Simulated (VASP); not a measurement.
OSZICAR of a VASP run on BN (zinc blende):

**OSZICAR**
```
       N       E                     dE             d eps       ncg     rms          rms(c)
DAV:   1     0.217692530243E+02    0.21769E+02   -0.64454E+03   904   0.137E+03
DAV:   2    -0.177065876618E+02   -0.39476E+02   -0.37387E+02  1360   0.185E+02
DAV:   3    -0.182848508161E+02   -0.57826E+00   -0.57826E+00   976   0.291E+01
DAV:   4    -0.182862987108E+02   -0.14479E-02   -0.14479E-02  1272   0.133E+00
DAV:   5    -0.182863004449E+02   -0.17341E-05   -0.17341E-05   992   0.260E-02    0.613E+00
DAV:   6    -0.174904603370E+02    0.79584E+00   -0.34942E+00   920   0.126E+01    0.255E+00
DAV:   7    -0.174359670409E+02    0.54493E-01   -0.67493E-02  1304   0.276E+00    0.140E+00
DAV:   8    -0.174239960114E+02    0.11971E-01   -0.37740E-02  1064   0.182E+00    0.155E-01
DAV:   9    -0.174243480162E+02   -0.35200E-03   -0.10741E-03   936   0.324E-01    0.423E-02
DAV:  10    -0.174243585590E+02   -0.10543E-04   -0.11142E-04  1312   0.854E-02    0.112E-02
DAV:  11    -0.174243642531E+02   -0.56941E-05   -0.12535E-05  1088   0.377E-02    0.574E-03
DAV:  12    -0.174243641635E+02    0.89663E-07   -0.15598E-06   520   0.110E-02
   1 F= -.17424364E+02 E0= -.17424364E+02  d E =-.754774E-14
```

Q: Which electronic solver shows in the log?

A: It is blocked Davidson (ALGO = Normal, or the opening steps of other solvers). The INCAR had ALGO = Normal.

Q: Can the final energy be trusted as converged?

A: Self-consistency was reached. It stopped with EDIFF = 1E-6, NELM = 100 (PBE GGA, plane waves, VASP's PBE PAW potentials (set 64)).

The compound is BN in the zinc blende structure. The cell was not relaxed at this level. The run is one of a series of settings (ENCUT = 800, POTCAR B N_h (PBE.64 set) against the base run), some of them coarse on purpose.
